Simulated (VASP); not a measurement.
Energy against volume of V (bcc). Computed with PBE GGA with D3 dispersion (Becke-Johnson damping), VASP's PBE PAW potentials (set 64) (plane waves; VASP 6.6.1). Settings: 520 eV cut-off, 17×17×17 Γ-centred mesh, first-order Methfessel-Paxton smearing of 0.10 eV, potentials V_sv.

```tsv
V (Å³/atom)	E (eV/atom)
12.083	-9.65151
12.469	-9.67605
12.855	-9.68402
13.240	-9.67788
```

Q: Fit these four points and predict the energy of the run at 13.626 Å³/atom.

A: A cubic in V^(−2/3), the third-order Birch-Murnaghan form, passes through the four points with V0 = 12.87 Å³/atom and B0 = 194 GPa, and gives -9.6597 eV/atom there. The run gave -9.6595 eV/atom, +0.2 meV/atom from the fit; all five points give B0 = 195 GPa.

The compound is V in the bcc structure. It was relaxed first, which changed the volume by -7 %. The run is not spin-polarised, so no magnetic state was tried.
